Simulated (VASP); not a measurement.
Here is the system:

```
CELL_PARAMETERS angstrom
      3.82528     0.00000     0.00000
      0.00000     3.82528     0.00000
      0.00000     0.00000     7.93318
ATOMIC_POSITIONS crystal
  Gd 0.00000 0.50000 0.72619
  Gd 0.50000 0.00000 0.27381
  S  0.00000 0.00000 0.00000
  S  0.50000 0.50000 0.00000
  S  0.00000 0.50000 0.36727
  S  0.50000 0.00000 0.63273
```

Method: PBEsol GGA, VASP's PBE PAW potentials (set 64) (plane waves; VASP). Settings: 400 eV cut-off, Gaussian smearing of 0.050 eV, potentials Gd_3 S.

The 4f electrons are frozen in the core of the lanthanide potential, so 4f levels, which can set the real gap, and their magnetism are missing.

Problem. Give the energies of bands 11 to 24 at the high-symmetry points, in eV from the Fermi level.

Solution. 
```json
[
 {"band": "11", "Γ": "-5.38", "X": "-5.46", "M": "-6.74", "Z": "-5.44", "R": "-4.97", "A": "-6.92"},
 {"band": "12", "Γ": "-5.08", "X": "-5.46", "M": "-6.74", "Z": "-5.08", "R": "-4.97", "A": "-6.92"},
 {"band": "13", "Γ": "-5.08", "X": "-3.43", "M": "-4.37", "Z": "-5.08", "R": "-4.04", "A": "-4.41"},
 {"band": "14", "Γ": "-4.18", "X": "-3.43", "M": "-4.37", "Z": "-3.35", "R": "-4.04", "A": "-4.41"},
 {"band": "15", "Γ": "-2.79", "X": "-3.07", "M": "-3.70", "Z": "-2.87", "R": "-3.56", "A": "-3.67"},
 {"band": "16", "Γ": "-2.68", "X": "-3.07", "M": "-3.70", "Z": "-2.73", "R": "-3.56", "A": "-3.67"},
 {"band": "17", "Γ": "-2.68", "X": "-2.75", "M": "-3.07", "Z": "-2.73", "R": "-2.83", "A": "-2.55"},
 {"band": "18", "Γ": "-1.32", "X": "-2.75", "M": "-3.07", "Z": "-2.07", "R": "-2.83", "A": "-2.55"},
 {"band": "19", "Γ": "-1.32", "X": "-2.60", "M": "-2.20", "Z": "-1.27", "R": "-2.54", "A": "-2.24"},
 {"band": "20", "Γ": "-0.78", "X": "-2.60", "M": "-2.20", "Z": "-1.27", "R": "-2.54", "A": "-2.24"},
 {"band": "21", "Γ": "-0.21", "X": "-2.18", "M": "2.30", "Z": "0.39", "R": "-1.31", "A": "2.30"},
 {"band": "22", "Γ": "0.93", "X": "-2.18", "M": "2.30", "Z": "1.01", "R": "-1.31", "A": "2.30"},
 {"band": "23", "Γ": "0.93", "X": "2.88", "M": "3.28", "Z": "1.01", "R": "3.01", "A": "3.08"},
 {"band": "24", "Γ": "1.79", "X": "2.88", "M": "3.28", "Z": "1.58", "R": "3.01", "A": "3.08"}
]
```

It has no gap at this level: it comes out as a metal or semimetal.

The structure comes from a computed database's GdS2 entry (P4/nmm); how it stands against other phases isn't given here. It was relaxed first.
